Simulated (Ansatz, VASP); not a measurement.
## GeSb3O2: VASP beside Ansatz

```
Ge Sb O
1.0
     5.88258    0.00000    0.00000
    -2.94129    5.09446    0.00000
     0.00000    0.00000    7.79587
Ge Sb O
1 3 2
Direct
  0.00000 0.00000 0.00000
  0.50000 0.00000 0.50000
  0.00000 0.50000 0.50000
  0.50000 0.50000 0.50000
  0.00000 0.00000 0.21231
  0.00000 0.00000 0.78769
```

Alike in both runs: functional PBE; k mesh 6 × 6 × 6; occupations gaussian, width 0.1 eV; no spin polarisation.

Ansatz relaxed the structure, and its values are those at the end. VASP's run is a single point on that final structure, the one shown.

|  | VASP | Ansatz |
| --- | --- | --- |
| version | VASP 6.6.1 | Ansatz 0.2.0 |
| potentials or method | VASP PAW PBE potentials, release 64 (Ge_d, Sb, O) | scalar-relativistic, plane waves, PAW |
| plane-wave cutoff (eV) | 520 | 420 |
| valence electrons in the cell | 41 | 71 |

Ansatz gave:

* gap on the k mesh at the Fermi level (eV): none
* pressure (GPa): 0.0
* rms of the force components (eV/Å): 0.001

Estimate VASP's values.

gap on the k mesh at the Fermi level (eV): none; pressure (GPa): -0.1; rms of the force components (eV/Å): 0.015.

A gap of «none» marks a metal or a gap that the smearing closes. The two sets of potentials don't hold the same shells in valence. Ansatz warned: «xc_potential_rough_in_thin_density».

Caveats: an odd number of electrons without spin polarisation forces a metal; a magnetic or distorted state may lie lower. Spin-orbit coupling is left out, which matters for the levels of Sb.
